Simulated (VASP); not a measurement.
Method: PBEsol GGA, VASP's PBE PAW potentials (set 64) (plane waves; VASP 6.6.1).

The input files of a VASP run:

KPOINTS:
```
Automatic
0
Gamma
 8 8 8
```

File POSCAR:
```
Li2Se
1
    0.0000000000     3.0037642454     3.0037642454
    3.0037642454     0.0000000000     3.0037642454
    3.0037642454     3.0037642454     0.0000000000
Li Se
2 1
Direct
  0.2500000000   0.2500000000   0.2500000000
  0.7500000000   0.7500000000   0.7500000000
  0.0000000000   0.0000000000   0.0000000000
```

**INCAR**
```
ALGO  =  Normal
EDIFF  =  1E-7
ENCUT  =  520
GGA  =  PS
ISIF  =  2
ISMEAR  =  0
LASPH  =  T
LCHARG  =  F
LMAXMIX  =  4
LREAL  =  F
LWAVE  =  F
NELM  =  100
PREC  =  Accurate
SIGMA  =  0.05
SYSTEM  =  Li2Se
```

POTCAR, in this order: Li_sv Se (PBE.64 set). Program: vasp_std.

**Question.** What will the output report for the number of irreducible k-points (NKPTS), largest plane-wave count, number of space-group operations, FFT grid (NGX, NGY, NGZ)?

**Answer.** 
```
Quantity                                      Result
--------------------------------------  ------------
number of irreducible k-points (NKPTS)            29
largest plane-wave count                        1476
number of space-group operations                  48
FFT grid (NGX, NGY, NGZ)                32 × 32 × 32
```

The compound is Li2Se in the antifluorite structure. This cell is one point of a volume scan, at 1.03 of the reference volume.
